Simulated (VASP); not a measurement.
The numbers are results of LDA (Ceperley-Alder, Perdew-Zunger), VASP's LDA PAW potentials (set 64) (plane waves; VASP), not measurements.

VASP ran on this input.

### POSCAR
```
GaN
1
    3.1889300000     0.0000000000     0.0000000000
   -1.5944650000     2.7616940000     0.0000000000
    0.0000000000     0.0000000000     5.1923600000
Ga N
2 2
Direct
  0.6815730000   0.3438180000   0.5008950000
  0.3291640000   0.6766550000   1.0074090000
  0.6758930000   0.3359830000   0.8746110000
  0.3133710000   0.6435450000   0.3670850000
```

**INCAR**
```
SYSTEM  =  GaN
ENCUT  =  400   ! plane-wave cut-off (eV)
LCHARG  =  .FALSE.
LREAL  =  .FALSE.   ! projection in real space or not
ALGO  =  Normal
LMAXMIX  =  4   ! l cut-off of mixed one-centre charges
LASPH  =  .TRUE.   ! aspherical one-centre terms
EDIFF  =  1E-6   ! SCF stop (eV)
ISIF  =  2
PREC  =  Accurate
SIGMA  =  0.01   ! width (eV)
LWAVE  =  .FALSE.
NELM  =  100   ! most electronic steps
ISMEAR  =  0
```

KPOINTS:
```
Automatic mesh
0
Gamma
10 10 5
0.5 0.5 0.5
```

POTCAR, in this order: Ga_d N (LDA.64 set). Program: vasp_std.

At this cut-off the stress carries a Pulay error, which pulls relaxed volumes low.

Problem. Predict the energy per atom (σ→0), pressure.

Solution. 
| Item | Value |
|---|---|
| energy per atom (σ→0) | -6.938 eV/atom |
| pressure | -7.75 GPa |

OSZICAR:
```
...
DAV:   7    -0.278114468671E+02   -0.40116E-01   -0.14798E+00 36498   0.975E+00    0.266E+00
DAV:   8    -0.277758709026E+02    0.35576E-01   -0.35859E-01 56542   0.823E+00    0.108E+00
DAV:   9    -0.277493513966E+02    0.26520E-01   -0.12521E-01 58288   0.576E+00    0.343E-01
DAV:  10    -0.277501479793E+02   -0.79658E-03   -0.62817E-03 36372   0.670E-01    0.158E-01
DAV:  11    -0.277499995771E+02    0.14840E-03   -0.78721E-04 50174   0.619E-01    0.232E-02
DAV:  12    -0.277500057807E+02   -0.62036E-05   -0.10310E-04 36038   0.111E-01    0.890E-03
DAV:  13    -0.277500065200E+02   -0.73931E-06   -0.78454E-06 44110   0.592E-02
   1 F= -.27750007E+02 E0= -.27750007E+02  d E =-.605556E-23
```

The structure comes from a computed database's GaN entry; how it stands against other phases isn't given here. The cell was not relaxed at this level, atoms are displaced from their ideal sites.
